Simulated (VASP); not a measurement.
An input for Quantum ESPRESSO's pw.x (written as the equivalent of a VASP run, and not itself run):

```
&CONTROL
  calculation = 'vc-relax'
  pseudo_dir = './pseudo'
  outdir = './out'
  tprnfor = .true.
  tstress = .true.
  nstep = 60
  forc_conv_thr = 0.00039
/
&SYSTEM
  ibrav = 0
  nat = 2
  ntyp = 2
  ecutwfc = 102
  occupations = 'smearing'
  smearing = 'gaussian'
  degauss = 0.003675
  input_dft = 'pbe'
  vdw_corr = 'grimme-d3'
  dftd3_version = 3
  dftd3_threebody = .false.
/
&ELECTRONS
  conv_thr = 7.3e-08
  electron_maxstep = 100
/
&IONS
/
&CELL
/
ATOMIC_SPECIES
  Cd 112.414 Cd.upf
  Se 78.971 Se.upf
CELL_PARAMETERS angstrom
    -0.0000000    3.0606577    3.0606577
     3.0606577   -0.0000000    3.0606577
     3.0606577    3.0606577    0.0000000
ATOMIC_POSITIONS crystal
  Cd   0.0000000  0.0000000  0.0000000
  Se   0.2500000  0.2500000  0.2500000
K_POINTS automatic
  7 7 7 0 0 0
```

**Question.** Write the VASP files for the same calculation (PBE-D3 (zero damping)).

**Answer.** Several could match; the one computed here: 
File POSCAR:
```
CdSe
1
   -0.0000000000     3.0606576742     3.0606576742
    3.0606576742    -0.0000000000     3.0606576742
    3.0606576742     3.0606576742     0.0000000000
Cd Se
1 1
Direct
  0.0000000000   0.0000000000   0.0000000000
  0.2500000000   0.2500000000   0.2500000000
```

KPOINTS:
```
kpoints
0
G
  7 7 7
```

### INCAR
```
SYSTEM = CdSe
PREC = Accurate
ENCUT = 520
EDIFF = 1E-6
NELM = 100
ALGO = Normal
LREAL = .FALSE.
LASPH = .TRUE.
ISMEAR = 0
SIGMA = 0.05
GGA = PE
IVDW = 11
LMAXMIX = 4
LWAVE = .FALSE.
LCHARG = .FALSE.
IBRION = 2
ISIF = 3
NSW = 60
EDIFFG = -0.01
```

POTCAR, in this order: Cd Se (PBE.64 set). Program: vasp_std.

Limits of the translation: the potentials are each code's own (VASP's PAW set, PseudoDojo norm-conserving files in pw.x), so ENCUT and ecutwfc are chosen apart and not converted; conv_thr bounds pw.x's estimated SCF error, while EDIFF bounds the energy change between steps; forc_conv_thr acts on force components and is met together with etot_conv_thr.

The compound is CdSe in the zinc blende structure, whereas wurtzite is the usual form. It was relaxed first. The start is the result of an earlier pass.
